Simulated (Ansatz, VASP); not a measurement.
# AlN: VASP beside Ansatz, part 4 of 4

Aim: how closely do two programs agree when they are given the same cell, functional and k mesh? The cell is taken from a series of runs on this material, whose earlier steps may have relaxed, scaled, displaced or heated it; both programs get it as it stands.

VASP 6.6.1 and Ansatz 0.2.0.

So far: Ansatz: zone-centre phonons, LDA, pair 1; VASP: zone-centre phonons, LDA, pair 1; Differences; VASP: zone-centre phonons, LDA, pair 2; Ansatz: zone-centre phonons, LDA, pair 2; Side by side.

### Step 8. Ansatz: zone-centre phonons, LDA, pair 3

Level of this step: Ansatz beside VASP: Kohn-Sham DFT, plane waves, LDA (Ansatz).

Second derivatives magnify differences that forces hide, and they need a tight electronic threshold. The cell compared in this pair holds 40.43 Å³, against 40.02 Å³ for the pair before.

The cell is taken from a series of runs on this material, whose earlier steps may have relaxed, scaled, displaced or heated it; both programs get it as it stands.

Contents of input.yaml:

```yaml
crystal:
  lattice:
    - [3.0790431154, 0.0, 0.0]
    - [-1.5395215577, 2.6665295573, 0.0]
    - [0.0, 0.0, 4.9242412366]
  atoms:
    - { symbol: "N", position: [0.3333333333, 0.6666666667, 0.3810945138] }
    - { symbol: "N", position: [0.6666666667, 0.3333333333, 0.8810945138] }
    - { symbol: Al, position: [0.3333333333, 0.6666666667, -0.0010945138] }
    - { symbol: Al, position: [0.6666666667, 0.3333333333, 0.4989054862] }
kpoints:
  mp_grid: { grid: [9, 9, 6] }
hamiltonian:
  xc: lda
  pseudopotentials: { kind: paw, azcp: { folder: soft_1 }, xc_functional: pbe }
scf:
  occupations: { method: fixed }
output:
  eigenvalues: true
phonons:
  method: dfpt
  dielectric: true
  rigid_motions: translations
```

On the command line:

```
$ ansatz run input.yaml --threads 8 --pin off --max-ram 16384MiB --backend cpu --events-out ev --progress --plain --runs-dir out
```

Numbers of over 12 decimals in the logs are rounded to 6 here.

What it wrote:

```text
[...]
Crystal: 4 atoms, lattice volume = 40.430 Å³
Basis set: ecut = 420 eV, 785 PW (Γ), exchange–correlation on 48×48×72 points (8 copies of the dense FFT grid, shifted against one another)
Bands: 12, of which v1, the nominal top of the filled ones, is band 8 counted from 1 (7 counted from 0)
Symmetry: 12 space group operations
k-points: 140 of 486 (irreducible under 2 space group operations, time reversal used)
[...]
optical modes at Γ + LO–TO along q̂ = [1.0000, 0.0000, 0.0000]:
      ω (cm⁻¹)  modes    IR ((D/Å)²/amu)
[...]
optical modes at Γ + LO–TO along q̂ = [0.0000, 1.0000, 0.0000]:
      ω (cm⁻¹)  modes    IR ((D/Å)²/amu)
[...]
optical modes at Γ + LO–TO along q̂ = [0.0000, 0.0000, 1.0000]:
      ω (cm⁻¹)  modes    IR ((D/Å)²/amu)
[...]
678.60      2             0.0000
        688.94      2            63.7117
        737.93      1             0.0000
        899.85      1            36.0977
[key lines of the parts left out:]
SCF converged after 8 iterations
Free energy (F): -1779.710012 eV
Fermi energy:    7.210136 eV
```

### Step 9. VASP: zone-centre phonons, LDA, pair 3

The same cell, functional (in two slightly different forms) and mesh now go to VASP, with its own data sets.

Contents of INCAR:

```
SYSTEM = AlN
PREC = Accurate
ENCUT = 600
EDIFF = 1E-08
NELM = 120
ISMEAR = 0
SIGMA = 0.01
LREAL = .FALSE.
ALGO = Normal
GGA = PW92
NBANDS = 14
LORBIT = 11
LWAVE = .FALSE.
LCHARG = .FALSE.
ISIF = 2
IBRION = 8
LEPSILON = .TRUE.
LASPH = .TRUE.
GGA_COMPAT = .FALSE.
EFERMI = MIDGAP
KPAR = 2
```

Contents of POSCAR:

```
AlN
1.0
    3.0790431154      0.0000000000      0.0000000000
   -1.5395215577      2.6665295573      0.0000000000
    0.0000000000      0.0000000000      4.9242412366
N Al
2 2
Direct
    0.3333333334      0.6666666668      0.3810945138
    0.6666666668      0.3333333334      0.8810945138
    0.3333333334      0.6666666668      0.9989054862
    0.6666666668      0.3333333334      0.4989054862
```

Contents of KPOINTS:

```
Automatic mesh
0
Gamma
9 9 6
0 0 0
```

The projector-augmented-wave data sets are N and Al (LDA family, release 64).

On the command line:

```
$ mpirun -np 2 vasp_std
```

What it wrote:

```text
[... set-up lines as in an earlier step ...]
 entering main loop
       N       E                     dE             d eps       ncg     rms          rms(c)
DAV:   1     0.481650499955E+02    0.48165E+02   -0.81256E+03  1344   0.115E+03
DAV:   2    -0.339064066960E+02   -0.82071E+02   -0.74663E+02  1872   0.205E+02
DAV:   3    -0.380508294154E+02   -0.41444E+01   -0.41230E+01  1830   0.469E+01
DAV:   4    -0.380765140249E+02   -0.25685E-01   -0.25682E-01  1494   0.451E+00
[...]
DAV:  12    -0.328585620307E+02    0.64711E-06   -0.23301E-06  1674   0.120E-02    0.505E-03
DAV:  13    -0.328585618646E+02    0.16607E-06   -0.84853E-07  1740   0.706E-03    0.830E-04
DAV:  14    -0.328585618678E+02   -0.31392E-08   -0.15938E-08  1496   0.107E-03
   1 F= -.32858562E+02 E0= -.32858562E+02  d E =0.000000E+00
 Linear response reoptimize wavefunctions to high precision
DAV:   1    -0.328585618646E+02    0.31728E-08   -0.83247E-09  1674   0.707E-04
DAV:   2    -0.328585618646E+02    0.17849E-10   -0.10954E-10   978   0.931E-05
 Linear response G [H, r] |phi>, progress :
  Direction:   1
[...]
RMM:  10    -0.585121714733E-02    0.12695E-08   -0.12619E-08 12379   0.533E-06    0.661E-07
 first order change of Fermi-energy  -0.38735E-05
 force on displaced ion       3 direction 1 : -17.036  -0.000  -0.000
 Born effective charge ion    3 direction 1 :   2.508   0.000   0.000
 Linear response progress:
  Degree of freedom:   4/  4
       N       E                     dE             d eps       ncg     rms          rms(c)
RMM:   1    -0.181094836966E-01   -0.18109E-01    0.14906E-02  4842   0.129E+00
RMM:   2    -0.118513217687E-01    0.62582E-02   -0.15622E-03  2806   0.341E-01    0.121E-01
RMM:   3    -0.115127124989E-01    0.33861E-03   -0.83369E-04  2896   0.154E-01    0.525E-02
RMM:   4    -0.114306894779E-01    0.82023E-04   -0.33062E-04  3072   0.398E-02    0.278E-02
[...]
RMM:  10    -0.113686522239E-01    0.19849E-07   -0.34912E-07  3284   0.288E-05    0.104E-05
RMM:  11    -0.113686372997E-01    0.14924E-07    0.14307E-08  3286   0.122E-05    0.132E-06
RMM:  12    -0.113686409491E-01   -0.36494E-08   -0.21882E-08  2774   0.491E-06    0.754E-07
 first order change of Fermi-energy  -0.86804E+00
 force on displaced ion       3 direction 3 :  -0.000   0.000 -22.410
 Born effective charge ion    3 direction 3 :   0.000  -0.000   2.672
 Born effective charges drift removed
 Linear response finished
```

Parts of OUTCAR (step 9):

```text
 POSITION                                       TOTAL-FORCE (eV/Angst)
 -----------------------------------------------------------------------------------
      0.00000      1.77769      1.87660         0.000000     -0.000000      0.000425
      1.53952      0.88884      4.33872        -0.000000      0.000000      0.000425
      0.00000      1.77769      4.91885         0.000000      0.000000     -0.000425
      1.53952      0.88884      2.45673         0.000000      0.000000     -0.000425
 -----------------------------------------------------------------------------------
    total drift:                                0.000000     -0.000000     -0.000982

 MACROSCOPIC STATIC DIELECTRIC TENSOR (including local field effects in DFT)
 ------------------------------------------------------
           4.376689     0.000000     0.000000
           0.000000     4.376689     0.000000
          -0.000000    -0.000000     4.598413
 ------------------------------------------------------

 MACROSCOPIC STATIC DIELECTRIC TENSOR IONIC CONTRIBUTION
 ------------------------------------------------------
           3.446136    -0.000000     0.000000
          -0.000000     3.446136    -0.000000
           0.000000    -0.000000     4.681561
 ------------------------------------------------------

[... 1 part as in an earlier step ...]
```

### Step 10. Side by side

Both answers:

```
                                     quantity  Ansatz   VASP  difference
                                        ε∞ xx    4.38   4.38     +0.10 %
                                        ε∞ yy    4.38   4.38     +0.10 %
                                        ε∞ zz    4.61   4.60     +0.15 %
 Born charge of N1 (mean of the diagonal) (e)   -2.58  -2.56       -0.01
Born charge of Al3 (mean of the diagonal) (e)    2.58   2.56       +0.01
                   optical mode 1 to 2 (cm⁻¹)   239.4  239.5     -0.02 %
                        optical mode 3 (cm⁻¹)   558.6  560.2     -0.28 %
                        optical mode 4 (cm⁻¹)   629.5  634.7     -0.82 %
                   optical mode 5 to 6 (cm⁻¹)   678.6  684.7     -0.89 %
                   optical mode 7 to 8 (cm⁻¹)   688.9  694.4     -0.79 %
                        optical mode 9 (cm⁻¹)   737.9  742.6     -0.63 %
```

Modes are paired by rising frequency, not by their patterns, so a pair may set unlike modes beside each other; they are those without the splitting of longitudinal modes.

### Step 11. What came out

```yaml
r_m_s_difference_of_the_optical_zone_centre_modes_each_program_s_sorted_by_frequency_zone_centre_phonons_lda_pair_1: 4.9 cm⁻¹
difference_in_optical_mode_5_to_6_zone_centre_phonons_lda_pair_1: -0.9 %
r_m_s_difference_of_the_optical_zone_centre_modes_each_program_s_sorted_by_frequency_zone_centre_phonons_lda_pair_2: 4.6 cm⁻¹
difference_in_optical_mode_5_to_6_zone_centre_phonons_lda_pair_2: -0.9 %
r_m_s_difference_of_the_optical_zone_centre_modes_each_program_s_sorted_by_frequency_zone_centre_phonons_lda_pair_3: 4.6 cm⁻¹
difference_in_optical_mode_5_to_6_zone_centre_phonons_lda_pair_3: -0.9 %
```

In words: The r.m.s. difference of the optical zone-centre modes, each program's sorted by frequency is 4.9 cm⁻¹ (zone-centre phonons, LDA, pair 1). Among the rows given in per cent, the largest difference of the zone-centre phonons, LDA, pair 1 pair is in optical mode 5 to 6, -0.9 %. Among the rows given in per cent, the largest difference of the zone-centre phonons, LDA, pair 2 pair is in optical mode 5 to 6, -0.9 %. Among the rows given in per cent, the largest difference of the zone-centre phonons, LDA, pair 3 pair is in optical mode 5 to 6, -0.9 %. Such differences can come from data sets, numerical settings and the points named under the comparisons, not from the functional's error against experiment.

[Lines on the potential files, build, host, timing and source positions are cut from VASP's logs without a mark.]

[Logs are printed without paths, hosts, clocks, repeated set-up lines and the standing remarks that a program may print on its own settings, such as how far it seeks lower states.]

[Hosts, paths, dates, database ids (printed as entryN), source tags and the programs' standing remarks are cut or masked in the printed files.]
